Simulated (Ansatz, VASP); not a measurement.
# Ge (Germanium): VASP beside Ansatz, part 3 of 3

One calculation is typed for both programs; each brings its own data sets. How far apart do they land? The cell is taken from a series of runs on this material, whose earlier steps may have relaxed, scaled, displaced or heated it; both programs get it as it stands.

VASP 6.6.1 and Ansatz 0.2.0.

So far. Step 3 (VASP: single point, r2SCAN, spin-orbit coupling, pair 1): The run ends at a pressure of 0.28 GPa, with forces up to 0.0037 eV/Å.

### 5. Ansatz: single point, r2SCAN, spin-orbit coupling, pair 2

Level of this step: Ansatz beside VASP: Kohn-Sham DFT, plane waves, r2SCAN, spin-orbit coupling (Ansatz).

With cell and atoms fixed, the geometry can't cause a difference; cores, projectors, grids and the points listed under the comparison can. The cell compared in this pair holds 45.46 Å³, against 45.32 Å³ for the pair before.

The cell is taken from a series of runs on this material, whose earlier steps may have relaxed, scaled, displaced or heated it; both programs get it as it stands.

The input, input.yaml:

```yaml
crystal:
  lattice:
    - [-0.0073155594, 2.8287928414, 2.8405315349]
    - [2.8287928414, -0.0073155594, 2.8405315349]
    - [2.821477282, 2.821477282, 0.0]
  atoms:
    - { symbol: Ge, position: [0.4996819844, 0.4996819844, 0.5003180156] }
    - { symbol: Ge, position: [0.7503180156, 0.7503180156, 0.7496819844] }
kpoints:
  mp_grid: { grid: [8, 8, 8] }
hamiltonian:
  xc: r2scan
  pseudopotentials: { kind: paw_fr, azcp: { folder: soft_1 } }
scf:
  occupations: { method: gaussian, width: 0.01 }
  n_extra_bands: 16
output:
  eigenvalues: true
  eigenstates:
    kpoints:
      - [0.0, 0.0, 0.0]
      - [-9.314e-06, 0.003601731, 0.003592416]
      - [0.003601731, -9.314e-06, 0.003592416]
      - [0.003616677, 0.003616677, 0.0]
      - [0.002540222, 0.002540222, 0.005080444]
      - [-0.002553395, 0.002553395, 0.0]
      - [0.002550791, 0.005104185, 0.002540222]
      - [-0.002563963, -1.0569e-05, 0.002540222]
      - [0.005104185, 0.002550791, 0.002540222]
      - [-1.0569e-05, -0.002563963, 0.002540222]
      - [0.004162172, 0.004162172, 0.004148165]
      - [-1.4007e-05, -1.4007e-05, 0.004148165]
      - [3.251e-06, 0.004172928, 0.0]
      - [0.004172928, 3.251e-06, 0.0]
      - [9.314e-06, -0.003601731, -0.003592416]
      - [-0.003601731, 9.314e-06, -0.003592416]
      - [-0.003616677, -0.003616677, 0.0]
      - [-0.002540222, -0.002540222, -0.005080444]
      - [0.002553395, -0.002553395, 0.0]
      - [-0.002550791, -0.005104185, -0.002540222]
      - [0.002563963, 1.0569e-05, -0.002540222]
      - [-0.005104185, -0.002550791, -0.002540222]
      - [1.0569e-05, 0.002563963, -0.002540222]
      - [-0.004162172, -0.004162172, -0.004148165]
      - [1.4007e-05, 1.4007e-05, -0.004148165]
      - [-3.251e-06, -0.004172928, 0.0]
      - [-0.004172928, -3.251e-06, 0.0]
      - [-3.4929e-05, 0.013506491, 0.013471562]
      - [0.013506491, -3.4929e-05, 0.013471562]
      - [0.013562539, 0.013562539, 0.0]
      - [0.009525833, 0.009525833, 0.019051665]
      - [-0.00957523, 0.00957523, 0.0]
      - [0.009565465, 0.019140695, 0.009525833]
      - [-0.009614862, -3.9632e-05, 0.009525833]
      - [0.019140695, 0.009565465, 0.009525833]
      - [-3.9632e-05, -0.009614862, 0.009525833]
      - [0.015608145, 0.015608145, 0.01555562]
      - [-5.2526e-05, -5.2526e-05, 0.01555562]
      - [1.2193e-05, 0.015648478, 0.0]
      - [0.015648478, 1.2193e-05, 0.0]
      - [3.4929e-05, -0.013506491, -0.013471562]
      - [-0.013506491, 3.4929e-05, -0.013471562]
      - [-0.013562539, -0.013562539, 0.0]
      - [-0.009525833, -0.009525833, -0.019051665]
      - [0.00957523, -0.00957523, 0.0]
      - [-0.009565465, -0.019140695, -0.009525833]
      - [0.009614862, 3.9632e-05, -0.009525833]
      - [-0.019140695, -0.009565465, -0.009525833]
      - [3.9632e-05, 0.009614862, -0.009525833]
      - [-0.015608145, -0.015608145, -0.01555562]
      - [5.2526e-05, 5.2526e-05, -0.01555562]
      - [-1.2193e-05, -0.015648478, 0.0]
      - [-0.015648478, -1.2193e-05, 0.0]
      - [0.0, 0.5, 0.0]
      - [-9.314e-06, 0.503601731, 0.003592416]
      - [0.003601731, 0.499990686, 0.003592416]
      - [0.003616677, 0.503616677, 0.0]
      - [0.002540222, 0.502540222, 0.005080444]
      - [-0.002553395, 0.502553395, 0.0]
      - [0.002550791, 0.505104185, 0.002540222]
      - [-0.002563963, 0.499989431, 0.002540222]
      - [0.005104185, 0.502550791, 0.002540222]
      - [-1.0569e-05, 0.497436037, 0.002540222]
      - [0.004162172, 0.504162172, 0.004148165]
      - [-1.4007e-05, 0.499985993, 0.004148165]
      - [3.251e-06, 0.504172928, 0.0]
      - [0.004172928, 0.500003251, 0.0]
      - [9.314e-06, 0.496398269, -0.003592416]
      - [-0.003601731, 0.500009314, -0.003592416]
      - [-0.003616677, 0.496383323, 0.0]
      - [-0.002540222, 0.497459778, -0.005080444]
      - [0.002553395, 0.497446605, 0.0]
      - [-0.002550791, 0.494895815, -0.002540222]
      - [0.002563963, 0.500010569, -0.002540222]
      - [-0.005104185, 0.497449209, -0.002540222]
      - [1.0569e-05, 0.502563963, -0.002540222]
      - [-0.004162172, 0.495837828, -0.004148165]
      - [1.4007e-05, 0.500014007, -0.004148165]
      - [-3.251e-06, 0.495827072, 0.0]
      - [-0.004172928, 0.499996749, 0.0]
      - [-3.4929e-05, 0.513506491, 0.013471562]
      - [0.013506491, 0.499965071, 0.013471562]
      - [0.013562539, 0.513562539, 0.0]
      - [0.009525833, 0.509525833, 0.019051665]
      - [-0.00957523, 0.50957523, 0.0]
      - [0.009565465, 0.519140695, 0.009525833]
      - [-0.009614862, 0.499960368, 0.009525833]
      - [0.019140695, 0.509565465, 0.009525833]
      - [-3.9632e-05, 0.490385138, 0.009525833]
      - [0.015608145, 0.515608145, 0.01555562]
      - [-5.2526e-05, 0.499947474, 0.01555562]
      - [1.2193e-05, 0.515648478, 0.0]
      - [0.015648478, 0.500012193, 0.0]
      - [3.4929e-05, 0.486493509, -0.013471562]
      - [-0.013506491, 0.500034929, -0.013471562]
      - [-0.013562539, 0.486437461, 0.0]
      - [-0.009525833, 0.490474167, -0.019051665]
[... 9 lines left out ...]
      - [-0.015648478, 0.499987807, 0.0]
      - [0.0, 0.0, 0.5]
      - [-9.314e-06, 0.003601731, 0.503592416]
      - [0.003601731, -9.314e-06, 0.503592416]
      - [0.003616677, 0.003616677, 0.5]
      - [0.002540222, 0.002540222, 0.505080444]
      - [-0.002553395, 0.002553395, 0.5]
      - [0.002550791, 0.005104185, 0.502540222]
      - [-0.002563963, -1.0569e-05, 0.502540222]
      - [0.005104185, 0.002550791, 0.502540222]
      - [-1.0569e-05, -0.002563963, 0.502540222]
      - [0.004162172, 0.004162172, 0.504148165]
      - [-1.4007e-05, -1.4007e-05, 0.504148165]
      - [3.251e-06, 0.004172928, 0.5]
      - [0.004172928, 3.251e-06, 0.5]
      - [9.314e-06, -0.003601731, 0.496407584]
      - [-0.003601731, 9.314e-06, 0.496407584]
      - [-0.003616677, -0.003616677, 0.5]
      - [-0.002540222, -0.002540222, 0.494919556]
      - [0.002553395, -0.002553395, 0.5]
      - [-0.002550791, -0.005104185, 0.497459778]
      - [0.002563963, 1.0569e-05, 0.497459778]
      - [-0.005104185, -0.002550791, 0.497459778]
      - [1.0569e-05, 0.002563963, 0.497459778]
      - [-0.004162172, -0.004162172, 0.495851835]
      - [1.4007e-05, 1.4007e-05, 0.495851835]
      - [-3.251e-06, -0.004172928, 0.5]
      - [-0.004172928, -3.251e-06, 0.5]
      - [-3.4929e-05, 0.013506491, 0.513471562]
      - [0.013506491, -3.4929e-05, 0.513471562]
      - [0.013562539, 0.013562539, 0.5]
      - [0.009525833, 0.009525833, 0.519051665]
      - [-0.00957523, 0.00957523, 0.5]
      - [0.009565465, 0.019140695, 0.509525833]
      - [-0.009614862, -3.9632e-05, 0.509525833]
      - [0.019140695, 0.009565465, 0.509525833]
      - [-3.9632e-05, -0.009614862, 0.509525833]
      - [0.015608145, 0.015608145, 0.51555562]
      - [-5.2526e-05, -5.2526e-05, 0.51555562]
      - [1.2193e-05, 0.015648478, 0.5]
      - [0.015648478, 1.2193e-05, 0.5]
      - [3.4929e-05, -0.013506491, 0.486528438]
      - [-0.013506491, 3.4929e-05, 0.486528438]
      - [-0.013562539, -0.013562539, 0.5]
      - [-0.009525833, -0.009525833, 0.480948335]
      - [0.00957523, -0.00957523, 0.5]
      - [-0.009565465, -0.019140695, 0.490474167]
      - [0.009614862, 3.9632e-05, 0.490474167]
      - [-0.019140695, -0.009565465, 0.490474167]
      - [3.9632e-05, 0.009614862, 0.490474167]
      - [-0.015608145, -0.015608145, 0.48444438]
      - [5.2526e-05, 5.2526e-05, 0.48444438]
      - [-1.2193e-05, -0.015648478, 0.5]
      - [-0.015648478, -1.2193e-05, 0.5]
      - [5.292e-06, 0.40300236, 0.403007651]
      - [-4.023e-06, 0.40660409, 0.406600068]
      - [0.003607022, 0.402993045, 0.406600068]
      - [0.003621969, 0.406619037, 0.403007651]
      - [0.002545514, 0.405542582, 0.408088095]
      - [-0.002548103, 0.405555754, 0.403007651]
      - [0.002556082, 0.408106545, 0.405547873]
      - [-0.002558672, 0.402991791, 0.405547873]
      - [0.005109477, 0.40555315, 0.405547873]
      - [-5.277e-06, 0.400438396, 0.405547873]
      - [0.004167464, 0.407164532, 0.407155816]
      - [-8.715e-06, 0.402988353, 0.407155816]
      - [8.543e-06, 0.407175287, 0.403007651]
      - [0.004178219, 0.403005611, 0.403007651]
      - [1.4606e-05, 0.399400629, 0.399415235]
      - [-0.003596439, 0.403011674, 0.399415235]
      - [-0.003611386, 0.399385683, 0.403007651]
      - [-0.00253493, 0.400462138, 0.397927207]
      - [0.002558686, 0.400448965, 0.403007651]
      - [-0.002545499, 0.397898174, 0.400467429]
      - [0.002569255, 0.403012928, 0.400467429]
      - [-0.005098894, 0.400451569, 0.400467429]
      - [1.586e-05, 0.405566323, 0.400467429]
      - [-0.004156881, 0.398840187, 0.398859486]
      - [1.9298e-05, 0.403016366, 0.398859486]
      - [2.04e-06, 0.398829432, 0.403007651]
      - [-0.004167636, 0.402999108, 0.403007651]
      - [-2.9638e-05, 0.41650885, 0.416479213]
      - [0.013511782, 0.40296743, 0.416479213]
      - [0.013567831, 0.416564899, 0.403007651]
      - [0.009531124, 0.412528192, 0.422059316]
      - [-0.009569938, 0.41257759, 0.403007651]
      - [0.009570756, 0.422143054, 0.412533484]
      - [-0.00960957, 0.402962728, 0.412533484]
      - [0.019145986, 0.412567824, 0.412533484]
      - [-3.434e-05, 0.393387498, 0.412533484]
      - [0.015613437, 0.418610505, 0.418563271]
      - [-4.7234e-05, 0.402949834, 0.418563271]
      - [1.7485e-05, 0.418650838, 0.403007651]
      - [0.01565377, 0.403014553, 0.403007651]
      - [4.0221e-05, 0.389495869, 0.389536089]
      - [-0.013501199, 0.403037289, 0.389536089]
      - [-0.013557248, 0.389439821, 0.403007651]
      - [-0.009520541, 0.393476527, 0.383955986]
      - [0.009580522, 0.39342713, 0.403007651]
      - [-0.009560173, 0.383861665, 0.393481818]
      - [0.009620154, 0.403041992, 0.393481818]
      - [-0.019135403, 0.393436895, 0.393481818]
      - [4.4924e-05, 0.412617222, 0.393481818]
      - [-0.015602854, 0.387394214, 0.387452032]
      - [5.7817e-05, 0.403054885, 0.387452032]
      - [-6.901e-06, 0.387353881, 0.403007651]
      - [-0.015643187, 0.402990167, 0.403007651]
      - [0.404203349, 0.404203349, 0.0]
      - [0.404194035, 0.40780508, 0.003592416]
      - [0.40780508, 0.404194035, 0.003592416]
      - [0.407820026, 0.407820026, 0.0]
      - [0.406743571, 0.406743571, 0.005080444]
      - [0.401649955, 0.406756744, 0.0]
      - [0.40675414, 0.409307534, 0.002540222]
      - [0.401639386, 0.404192781, 0.002540222]
      - [0.409307534, 0.40675414, 0.002540222]
      - [0.404192781, 0.401639386, 0.002540222]
      - [0.408365521, 0.408365521, 0.004148165]
      - [0.404189342, 0.404189342, 0.004148165]
      - [0.404206601, 0.408376277, 0.0]
      - [0.408376277, 0.404206601, 0.0]
      - [0.404212664, 0.400601618, -0.003592416]
      - [0.400601618, 0.404212664, -0.003592416]
      - [0.400586672, 0.400586672, 0.0]
      - [0.401663127, 0.401663127, -0.005080444]
      - [0.406756744, 0.401649955, 0.0]
      - [0.401652559, 0.399099164, -0.002540222]
      - [0.406767312, 0.404213918, -0.002540222]
      - [0.399099164, 0.401652559, -0.002540222]
      - [0.404213918, 0.406767312, -0.002540222]
      - [0.400041177, 0.400041177, -0.004148165]
      - [0.404217356, 0.404217356, -0.004148165]
      - [0.404200098, 0.400030422, 0.0]
      - [0.400030422, 0.404200098, 0.0]
      - [0.40416842, 0.41770984, 0.013471562]
      - [0.41770984, 0.40416842, 0.013471562]
      - [0.417765888, 0.417765888, 0.0]
      - [0.413729182, 0.413729182, 0.019051665]
      - [0.394628119, 0.413778579, 0.0]
      - [0.413768814, 0.423344044, 0.009525833]
      - [0.394588487, 0.404163717, 0.009525833]
      - [0.423344044, 0.413768814, 0.009525833]
      - [0.404163717, 0.394588487, 0.009525833]
      - [0.419811495, 0.419811495, 0.01555562]
      - [0.404150823, 0.404150823, 0.01555562]
      - [0.404215542, 0.419851827, 0.0]
      - [0.419851827, 0.404215542, 0.0]
      - [0.404238278, 0.390696858, -0.013471562]
      - [0.390696858, 0.404238278, -0.013471562]
      - [0.39064081, 0.39064081, 0.0]
      - [0.394677517, 0.394677517, -0.019051665]
      - [0.413778579, 0.394628119, 0.0]
      - [0.394637885, 0.385062655, -0.009525833]
      - [0.413818211, 0.404242981, -0.009525833]
      - [0.385062655, 0.394637885, -0.009525833]
      - [0.404242981, 0.413818211, -0.009525833]
      - [0.388595204, 0.388595204, -0.01555562]
      - [0.404255875, 0.404255875, -0.01555562]
      - [0.404191156, 0.388554871, 0.0]
      - [0.388554871, 0.404191156, 0.0]
      - [0.0, 0.0, 0.0]
      - [-9.314e-06, 0.003601731, 0.003592416]
      - [0.003601731, -9.314e-06, 0.003592416]
      - [0.003616677, 0.003616677, 0.0]
      - [0.002540222, 0.002540222, 0.005080444]
      - [-0.002553395, 0.002553395, 0.0]
      - [0.002550791, 0.005104185, 0.002540222]
      - [-0.002563963, -1.0569e-05, 0.002540222]
      - [0.005104185, 0.002550791, 0.002540222]
      - [-1.0569e-05, -0.002563963, 0.002540222]
      - [0.004162172, 0.004162172, 0.004148165]
      - [-1.4007e-05, -1.4007e-05, 0.004148165]
      - [3.251e-06, 0.004172928, 0.0]
      - [0.004172928, 3.251e-06, 0.0]
      - [9.314e-06, -0.003601731, -0.003592416]
      - [-0.003601731, 9.314e-06, -0.003592416]
      - [-0.003616677, -0.003616677, 0.0]
      - [-0.002540222, -0.002540222, -0.005080444]
      - [0.002553395, -0.002553395, 0.0]
      - [-0.002550791, -0.005104185, -0.002540222]
      - [0.002563963, 1.0569e-05, -0.002540222]
      - [-0.005104185, -0.002550791, -0.002540222]
      - [1.0569e-05, 0.002563963, -0.002540222]
      - [-0.004162172, -0.004162172, -0.004148165]
      - [1.4007e-05, 1.4007e-05, -0.004148165]
      - [-3.251e-06, -0.004172928, 0.0]
      - [-0.004172928, -3.251e-06, 0.0]
      - [-3.4929e-05, 0.013506491, 0.013471562]
      - [0.013506491, -3.4929e-05, 0.013471562]
      - [0.013562539, 0.013562539, 0.0]
      - [0.009525833, 0.009525833, 0.019051665]
      - [-0.00957523, 0.00957523, 0.0]
      - [0.009565465, 0.019140695, 0.009525833]
      - [-0.009614862, -3.9632e-05, 0.009525833]
      - [0.019140695, 0.009565465, 0.009525833]
      - [-3.9632e-05, -0.009614862, 0.009525833]
      - [0.015608145, 0.015608145, 0.01555562]
      - [-5.2526e-05, -5.2526e-05, 0.01555562]
      - [1.2193e-05, 0.015648478, 0.0]
      - [0.015648478, 1.2193e-05, 0.0]
      - [3.4929e-05, -0.013506491, -0.013471562]
      - [-0.013506491, 3.4929e-05, -0.013471562]
      - [-0.013562539, -0.013562539, 0.0]
      - [-0.009525833, -0.009525833, -0.019051665]
      - [0.00957523, -0.00957523, 0.0]
      - [-0.009565465, -0.019140695, -0.009525833]
      - [0.009614862, 3.9632e-05, -0.009525833]
      - [-0.019140695, -0.009565465, -0.009525833]
      - [3.9632e-05, 0.009614862, -0.009525833]
      - [-0.015608145, -0.015608145, -0.01555562]
      - [5.2526e-05, 5.2526e-05, -0.01555562]
      - [-1.2193e-05, -0.015648478, 0.0]
      - [-0.015648478, -1.2193e-05, 0.0]
magnetization:
  noncollinear: true
  spin_orbit: true
checkpoint:
  read: start.run
  write: ck
  compress: false
  write_wavefunctions: false
  write_every: 100000
```

Started as:

```sh
ansatz run input.yaml --threads 4 --pin off --max-ram 9216MiB --backend cpu --events-out ev --progress --plain --runs-dir out
```

Numbers of over 12 decimals in the logs are rounded to 6 here.

The program printed:

```text
[...]
Crystal: 2 atoms, lattice volume = 45.460 Å³
Basis set: ecut = 500 eV, 1163 PW (Γ), exchange–correlation on 120×120×120 points (64 copies of the dense FFT grid, shifted against one another)
Bands: 44, of which v1, the nominal top of the filled ones, is band 28 counted from 1 (27 counted from 0)
Symmetry: 8 space group operations + 8 with time reversal
[...]
k-point 0: bands = [... 24 lower, 8.3705, 8.3705, 8.4069, 8.4069, 8.6980, 8.6980, 10.8764, 10.8764, ... 12 higher]
  k-point 1: bands = [... 24 lower, 7.8397, 7.8397, 8.0257, 8.0257, 9.5851, 9.5851, 11.4076, 11.4076, ... 12 higher]
  k-point 2: bands = [... 24 lower, 7.2634, 7.2634, 7.4464, 7.4464, 9.2121, 9.2121, 12.0853, 12.0853, ... 12 higher]
  k-point 94: bands = [... 24 lower, 5.0717, 5.0717, 5.1349, 5.1349, 9.2639, 9.2639, 9.3509, 9.3509, ... 12 higher]
[key lines of the parts left out:]
SCF converged after 2 iterations
Magnetization: |M| = 0.0000 μB,  M = (+0.0000, +0.0000, +0.0000) μB
Free energy (F): -8600.356270 eV
Fermi energy:    8.552419 eV
```

### 6. VASP: single point, r2SCAN, spin-orbit coupling, pair 2

The same cell, functional, mesh and smearing now go to VASP, with its own data sets.

The input, INCAR:

```
SYSTEM = Ge
PREC = Accurate
ENCUT = 450
EDIFF = 1E-06
NELM = 200
ISMEAR = 0
SIGMA = 0.01
LREAL = .FALSE.
ALGO = Normal
METAGGA = R2SCAN
LASPH = .TRUE.
LNONCOLLINEAR = .TRUE.
MAGMOM = 0 0 0 0 0 0
NBANDS = 40
GGA_COMPAT = .FALSE.
LSORBIT = .TRUE.
LORBIT = 11
LWAVE = .FALSE.
LCHARG = .FALSE.
ISIF = 2
EFERMI = MIDGAP
LMIXTAU = .TRUE.
KPAR = 2
```

The input, POSCAR:

```
Ge
1.0
   -0.0073155594      2.8287928414      2.8405315349
    2.8287928414     -0.0073155594      2.8405315349
    2.8214772820      2.8214772820      0.0000000000
Ge
2
Direct
    0.4996819844      0.4996819844      0.5003180156
    0.7503180156      0.7503180156      0.7496819844
```

The input, KPOINTS:

```
Automatic mesh
0
Gamma
8 8 8
0 0 0
```

The projector-augmented-wave data sets are Ge_d (PBE family, release 64).

Started as:

```sh
mpirun -np 2 vasp_ncl
```

The program printed:

```text
[banner, memory and clock lines left out]
running    2 mpi-ranks, on    1 nodes
[...]
[... a notice as in an earlier step ...]

 LDA part: xc-table for (None), standard interpolation
 POSCAR, INCAR and KPOINTS ok, starting setup
[...]
entering main loop
       N       E                     dE             d eps       ncg     rms          rms(c)
DAV:   1     0.238547717514E+03    0.23855E+03   -0.12913E+04  9568   0.369E+03
DAV:   2     0.169901241343E+02   -0.22156E+03   -0.21240E+03  7600   0.835E+02
DAV:   3    -0.277710226232E+02   -0.44761E+02   -0.44274E+02  8528   0.197E+02
DAV:   4    -0.303892807352E+02   -0.26183E+01   -0.26147E+01  8744   0.563E+01
[...]
DAV:  17    -0.277478989946E+02   -0.29307E-05   -0.29321E-07  5944   0.599E-03    0.444E-04
DAV:  18    -0.277479002623E+02   -0.12677E-05   -0.25645E-07  5632   0.573E-03    0.282E-04
DAV:  19    -0.277479003847E+02   -0.12242E-06   -0.47553E-08  4432   0.313E-03
   1 F= -.27747900E+02 E0= -.27747900E+02  d E =-.879042E-72  mag=     0.0000    -0.0000    -0.0000
```

From OUTCAR (step 6):

```text
  Total        0.0464175      0.0464175     -0.0501235      0.0986736      0.0000000      0.0000000
  in kB        1.6359238      1.6359238     -1.7665370      3.4776220      0.0000000      0.0000000
  external PRESSURE =       0.5017702 kB  Pullay stress =       0.0000000 kB

 POSITION                                       TOTAL-FORCE (eV/Angst)
 -----------------------------------------------------------------------------------
      2.82148      2.82148      2.83872         0.000000      0.000000     -0.000931
      4.23222      4.23222      4.26260        -0.000000     -0.000000      0.000931
 -----------------------------------------------------------------------------------
    total drift:                                0.000000      0.000000     -0.000000

  FREE ENERGIE OF THE ION-ELECTRON SYSTEM (eV)
  ---------------------------------------------------
  free  energy   TOTEN  =       -27.7479003847 eV

  energy  without entropy=      -27.7479003847  energy(sigma->0) =      -27.74790038

 magnetization (x)
# of ion       s       p       d       tot
------------------------------------------
    1        0.000   0.000   0.000   0.000
    2        0.000   0.000   0.000   0.000
--------------------------------------------------
tot          0.000   0.000   0.000   0.000

 magnetization (y)
# of ion       s       p       d       tot
------------------------------------------
    1        0.000   0.000   0.000   0.000
    2       -0.000   0.000   0.000   0.000
--------------------------------------------------
tot         -0.000   0.000   0.000   0.000

[... 2 parts as in an earlier step ...]

[... 2 further parts left out ...]
[key lines of the parts left out:]
E-fermi :   5.0017
```

The run ends at a pressure of 0.05 GPa, with forces up to 9.3e-4 eV/Å.

### 7. Side by side

Both answers:

```tsv
quantity	Ansatz	VASP	difference
gap on the k mesh (eV)	0.291	0.249	+0.042
```

A gap on the mesh is an upper bound, since the band edges may lie between its points.

### 8. Summary of results

| Item | Value |
| --- | --- |
| difference in gap on the k mesh (single point, r2SCAN, spin-orbit coupling, pair 1) | 0.025 eV |
| difference in gap on the k mesh (single point, r2SCAN, spin-orbit coupling, pair 2) | 0.042 eV |

The difference in gap on the k mesh is 0.042 eV (single point, r2SCAN, spin-orbit coupling, pair 2), within the 0.08 eV picked in this series as the mark of a large difference. How closely two codes agree says nothing of how well the functional describes the real material.

[Lines on the potential files, build, host, timing and source positions are cut from VASP's logs without a mark.]

[Logs are printed without paths, hosts, clocks, repeated set-up lines and the standing remarks that a program may print on its own settings, such as how far it seeks lower states.]

[Hosts, paths, dates, database ids (printed as entryN), source tags and the programs' standing remarks are cut or masked in the printed files.]
